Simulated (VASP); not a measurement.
These are r2SCAN meta-GGA, VASP's PBE PAW potentials (set 64) (plane waves; VASP 6.6.1) values and carry that method's errors.

The input files of a VASP run:

File POSCAR:
```
Ti
1.0
  2.7040310000   0.0000000000   0.0000000000
  0.0000000000   2.7040310000   0.0000000000
  0.0000000000   0.0000000000   2.7040310000
Ti
1
direct
  0.0000000000   0.0000000000   0.0000000000
```

INCAR:
```
# general
SYSTEM  = Ti
PREC    = Accurate
ENCUT   = 400   # plane-wave cut-off (eV)
LREAL   = .FALSE.   # projection in real space or not
LASPH   = .TRUE.   # aspherical one-centre terms

# electronic loop
EDIFF   = 1E-6   # SCF stop (eV)
NELM    = 100   # most electronic steps
ALGO    = Normal   # blocked Davidson
LMAXMIX = 4
LMIXTAU = .TRUE.

# smearing
ISMEAR  = 1   # Methfessel-Paxton
SIGMA   = 0.1   # width (eV)

# functional
METAGGA = R2SCAN

# ions
IBRION  = 2   # conjugate gradients
NSW     = 60
ISIF    = 3   # ions, shape and volume
EDIFFG  = -0.01

# output
LWAVE   = .FALSE.
LCHARG  = .FALSE.
```

**KPOINTS**
```
Automatic mesh
0
Gamma
12 12 12
0 0 0
```

POTCAR, in this order: Ti_sv (PBE.64 set). Program: vasp_std.

What VASP printed:

OSZICAR:
```
       N       E                     dE             d eps       ncg     rms          rms(c)
DAV:   1     0.652526615269E+02    0.65253E+02   -0.61748E+03  1702   0.121E+03
DAV:   2    -0.117257868377E+02   -0.76978E+02   -0.75658E+02  1732   0.297E+02
DAV:   3    -0.160346401713E+02   -0.43089E+01   -0.41631E+01  2444   0.727E+01
DAV:   4    -0.161335630961E+02   -0.98923E-01   -0.98053E-01  2004   0.961E+00
DAV:   5    -0.161366283256E+02   -0.30652E-02   -0.30632E-02  2150   0.132E+00    0.909E+00
DAV:   6    -0.120998473399E+02    0.40368E+01   -0.12794E+01  2076   0.483E+01    0.161E+00
DAV:   7    -0.120945275756E+02    0.53198E-02   -0.18061E+00  1800   0.160E+01    0.158E+00
DAV:   8    -0.119868917487E+02    0.10764E+00   -0.11503E-01  1732   0.424E+00    0.126E+00
DAV:   9    -0.120066068255E+02   -0.19715E-01   -0.75727E-02  1772   0.354E+00    0.432E-01
DAV:  10    -0.118715881731E+02    0.13502E+00   -0.12456E-01  1692   0.357E+00    0.198E-01
DAV:  11    -0.119851207600E+02   -0.11353E+00   -0.53721E-02  1954   0.182E+00    0.235E-01
DAV:  12    -0.119945131000E+02   -0.93923E-02   -0.27369E-03  1778   0.457E-01    0.249E-01
DAV:  13    -0.119941096172E+02    0.40348E-03   -0.43196E-04  2170   0.218E-01    0.258E-01
DAV:  14    -0.119941471887E+02   -0.37571E-04   -0.49821E-04  1874   0.267E-01    0.531E-02
DAV:  15    -0.119947158186E+02   -0.56863E-03   -0.26012E-03  2072   0.607E-01    0.179E-01
DAV:  16    -0.119946738391E+02    0.41980E-04   -0.26238E-04  1980   0.135E-01    0.143E-01
DAV:  17    -0.119946270305E+02    0.46809E-04   -0.79310E-05  1746   0.124E-01    0.763E-02
DAV:  18    -0.119946062983E+02    0.20732E-04   -0.94065E-05  2060   0.106E-01    0.145E-02
DAV:  19    -0.119946040396E+02    0.22587E-05   -0.22082E-05  2142   0.511E-02    0.170E-02
DAV:  20    -0.119946067354E+02   -0.26957E-05   -0.54302E-06  1698   0.296E-02    0.685E-03
DAV:  21    -0.119946065727E+02    0.16270E-06   -0.68940E-07   920   0.102E-02
   1 F= -.11994607E+02 E0= -.11994168E+02  d E =-.119946E+02
       N       E                     dE             d eps       ncg     rms          rms(c)
DAV:   1    -0.140064144893E+02   -0.20118E+01   -0.46463E+01  1762   0.105E+02    0.122E+01
DAV:   2    -0.120501125993E+02    0.19563E+01   -0.64523E+00  1756   0.383E+01    0.348E+00
DAV:   3    -0.119449318134E+02    0.10518E+00   -0.93244E-01  2188   0.864E+00    0.932E-01
DAV:   4    -0.119843171560E+02   -0.39385E-01   -0.60585E-02  1712   0.322E+00    0.754E-01
DAV:   5    -0.120251503157E+02   -0.40833E-01   -0.26213E-01  2298   0.448E+00    0.666E-01
DAV:   6    -0.120321923533E+02   -0.70420E-02   -0.77012E-03  1738   0.101E+00    0.838E-01
DAV:   7    -0.120231037253E+02    0.90886E-02   -0.15685E-02  1700   0.209E+00    0.394E-01
DAV:   8    -0.120234551223E+02   -0.35140E-03   -0.35134E-03  1684   0.693E-01    0.170E-01
DAV:   9    -0.120227295922E+02    0.72553E-03   -0.78560E-04  1698   0.425E-01    0.725E-02
DAV:  10    -0.120227084072E+02    0.21185E-04   -0.24895E-05  1730   0.658E-02    0.477E-02
DAV:  11    -0.120226427978E+02    0.65609E-04   -0.16309E-04  2318   0.134E-01    0.227E-03
DAV:  12    -0.120226418143E+02    0.98352E-06   -0.21030E-06  1662   0.149E-02
   2 F= -.12022642E+02 E0= -.12022664E+02  d E =-.280352E-01
       N       E                     dE             d eps       ncg     rms          rms(c)
DAV:   1    -0.121371493101E+02   -0.11451E+00   -0.25843E+00  1832   0.266E+01    0.292E+00
DAV:   2    -0.120249613952E+02    0.11219E+00   -0.42448E-01  1766   0.949E+00    0.775E-01
DAV:   3    -0.120215102512E+02    0.34511E-02   -0.56547E-02  2280   0.185E+00    0.169E-01
DAV:   4    -0.120236758840E+02   -0.21656E-02   -0.41167E-03  1712   0.885E-01    0.163E-01
DAV:   5    -0.120270763363E+02   -0.34005E-02   -0.22901E-02  2024   0.129E+00    0.220E-01
DAV:   6    -0.120257726407E+02    0.13037E-02   -0.12114E-03  1750   0.502E-01    0.143E-01
DAV:   7    -0.120259315605E+02   -0.15892E-03   -0.46491E-04  1804   0.277E-01    0.441E-02
DAV:   8    -0.120259393228E+02   -0.77623E-05   -0.20845E-05  1734   0.616E-02    0.382E-02
DAV:   9    -0.120259337312E+02    0.55916E-05   -0.57574E-06  1710   0.404E-02    0.246E-02
DAV:  10    -0.120259281639E+02    0.55673E-05   -0.11738E-05  1718   0.567E-02    0.991E-04
DAV:  11    -0.120259281939E+02   -0.29982E-07   -0.71464E-07   890   0.126E-02
   3 F= -.12025928E+02 E0= -.12025708E+02  d E =-.313216E-01
```

OUTCAR:
```
------------------------ aborting loop because EDIFF is reached ----------------------------------------
  FORCE on cell =-STRESS in cart. coord.  units (eV):
  Direction    XX          YY          ZZ          XY          YZ          ZX
  --------------------------------------------------------------------------------------
  Total        0.0016908      0.0016908      0.0016908     -0.0000000     -0.0000000     -0.0000000
  in kB        0.1488801      0.1488801      0.1488801     -0.0000000     -0.0000000     -0.0000000
  external PRESSURE =       0.1488801 kB  Pullay stress =       0.0000000 kB
  volume of cell :       18.20
      direct lattice vectors                 reciprocal lattice vectors
     2.630207426 -0.000000000  0.000000000     0.380198151 -0.000000000 -0.000000000
     0.000000000  2.630207426 -0.000000000     0.000000000  0.380198151  0.000000000
     0.000000000 -0.000000000  2.630207426    -0.000000000  0.000000000  0.380198151
 POSITION                                       TOTAL-FORCE (eV/Angst)
 -----------------------------------------------------------------------------------
      0.00000      0.00000      0.00000        -0.000000      0.000000      0.000000
 -----------------------------------------------------------------------------------
    total drift:                               -0.000000      0.000000     -0.000000
  FREE ENERGIE OF THE ION-ELECTRON SYSTEM (eV)
  ---------------------------------------------------
  free  energy   TOTEN  =       -12.0259281939 eV

  energy  without entropy=      -12.0252677120  energy(sigma->0) =      -12.02570803

 reached required accuracy - stopping structural energy minimisation
```
(Selected blocks of OUTCAR.)

**CONTCAR**
```
Ti
   1.00000000000000
     2.6302074264215185   -0.0000000000000000    0.0000000000000000
     0.0000000000000000    2.6302074264215185   -0.0000000000000000
     0.0000000000000000   -0.0000000000000000    2.6302074264215185
  Ti
     1
Direct
     0.0000000000000000    0.0000000000000000    0.0000000000000000
```

Energy and stress use the plane-wave basis of the starting cell.

The structure was generated: Ti was put into the simple-cubic type (Pm-3m), which need not be its known phase. This run relaxes it. Symmetry was kept, so distortions that lower it aren't found.
